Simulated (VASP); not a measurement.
CrTe2:

```
CELL_PARAMETERS angstrom
3.81000 0.00000 0.00000
-1.90500 3.29956 0.00000
0.00000 0.00000 12.26000
ATOMIC_POSITIONS crystal
Cr 0.00000 0.00000 0.00000
Cr 0.00000 0.00000 0.50000
Te 0.33333 0.66667 0.12650
Te 0.33333 0.66667 0.62650
Te 0.66667 0.33333 0.37350
Te 0.66667 0.33333 0.87350
```

The cell was built by a generator and isn't the measured one.

Base run:

```yaml
Program: VASP 6.6.1
Functional: LDA
Potentials_or_basis: VASP PAW LDA potentials, release 64 (Cr_pv, Te)
Cutoff: 520 eV
k_mesh: 12 × 12 × 4
Occupations: fermi-dirac, width 0.05 eV
Spin: collinear spin, ferromagnetic start
Starting_moments: "[3.0, 3.0, 0.0, 0.0, 0.0, 0.0] μB"
```

Its results: band gap on the k mesh none (metal or under the smearing width); pressure -5.1 GPa; net moment 4.74 μB per cell; site moments Cr +2.58; Te -0.14 μB; largest force 0.399 eV/Å.

Q: The run is repeated on the same cell with these changes: spin from collinear spin, ferromagnetic start to collinear spin, antiferromagnetic start; moments at the start from [3.0, 3.0, 0.0, 0.0, 0.0, 0.0] to [3.0, -3.0, 0.0, 0.0, 0.0, 0.0]. What comes out?

A: Band gap on the k mesh none (metal or under the smearing width); pressure -5.0 GPa; net moment 0.00 μB per cell; site moments Cr +2.61, -2.61; Te -0.12, +0.12 μB; largest force 0.405 eV/Å.

Not every run made on this cell is shown here.
